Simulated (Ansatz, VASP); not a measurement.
Code comparison for LaTl3 (P1, 4 atoms in the cell)

Self-consistent single point, at a second geometry (atoms moved at random). First geometry:

```
CELL_PARAMETERS angstrom
      4.91883     0.00000     0.00000
      0.00000     4.91883     0.00000
      0.00000     0.00000     4.91883
ATOMIC_POSITIONS crystal
  La 0.00000 0.00000 0.00000
  Tl 0.00000 0.50000 0.50000
  Tl 0.50000 0.00000 0.50000
  Tl 0.50000 0.50000 0.00000
```

Second geometry:
```
LaTl3
1.0
    4.91883     0.00000     0.00000
    0.00000     4.91883     0.00000
    0.00000     0.00000     4.91883
La Tl
1 3
Direct
  0.98534   0.98916   0.99844
  0.00796   0.49589   0.50949
  0.50293   0.01058   0.49026
  0.50377   0.50438   0.00181
```

Shared settings, as Ansatz (a program for electronic structure) writes them: kpoints.mp_grid.grid = 9 9 9; scf.occupations.method = fermi_dirac; scf.occupations.width = 0.136 eV. Potentials and cutoffs stand in the table.

| code | model | ΔF from the first geometry (meV/atom) | pressure (GPa) | largest force (eV/Å) | cutoff |
|---|---|---|---|---|---|
| Ansatz | LDA (PW92), PAW files made with PBE | 5.4 | -4.85 | 0.302 | 420 eV |
| VASP | LDA (PZ), VASP's LDA PAW potentials (set 64) | 5.4 | -5.25 | 0.305 | 300 eV |

Size of the force on each atom (eV/Å): Sizes of forces hide their directions.

| code | La1 | Tl2 | Tl3 | Tl4 |
|---|---|---|---|---|
| Ansatz | 0.302 | 0.086 | 0.153 | 0.160 |
| VASP | 0.305 | 0.086 | 0.154 | 0.161 |

On Ansatz's run: spin-orbit coupling is off.

The spread over the programs that give each value: ΔF from the first geometry within 0.0 meV/atom; pressure within 0.40 GPa; largest force within 0.003 eV/Å.

Ansatz's pressure is given at a fixed set of plane waves, as the other plane-wave codes print theirs. The same LDA comes in different parametrisations, which differ slightly.

VASP's run is marked for a possible Pulay error in its stress at this cutoff; no cutoff test was made.

The starting cell comes from a database of computed structures (which also holds hypothetical and non-ambient phases and stackings), without a prior relaxation at this level. Its lattice was rescaled by a random factor within 2.5 % of one. For this run, on top of that: atoms moved at random.

Keys are those of Ansatz 0.2.
